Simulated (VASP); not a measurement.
Here is the system:

```
PtP
1.0
    3.68516     0.00000     0.00000
   -1.84258     3.19144     0.00000
    0.00000     0.00000     6.32455
Pt P
2 2
Cartesian
  0.00000   2.12763   0.02829
  1.84258   1.06381   3.19056
  0.00000   2.12763   2.34342
  1.84258   1.06381   5.50569
```

Method: PBEsol GGA, VASP's PBE PAW potentials (set 64) (plane waves; VASP). Numerical set-up: 400 eV cut-off, 11×11×6 Γ-centred mesh, tetrahedra with Blöchl corrections, potentials Pt P.

For a metal the tetrahedron method with Blöchl corrections gives inexact stress and forces.

Task: Which forces act on the atoms, in eV/Å?

Result: 
```tsv
atom	Fx	Fy	Fz
Pt1	0.000	0.000	0.071
Pt2	0.000	0.000	0.071
P3	0.000	0.000	-0.071
P4	0.000	0.000	-0.071
```

Task: Give the stress tensor in GPa (positive for a compressed cell).

Result: 
```
0.02  0.00  0.00
0.00  0.02  0.00
0.00  0.00  0.53
```
The pressure is its mean diagonal, 0.19 GPa.

The structure was generated: PtP was put into the wurtzite type (P6_3mc), which need not be its known phase. It was relaxed first, which changed the volume by -16 %.
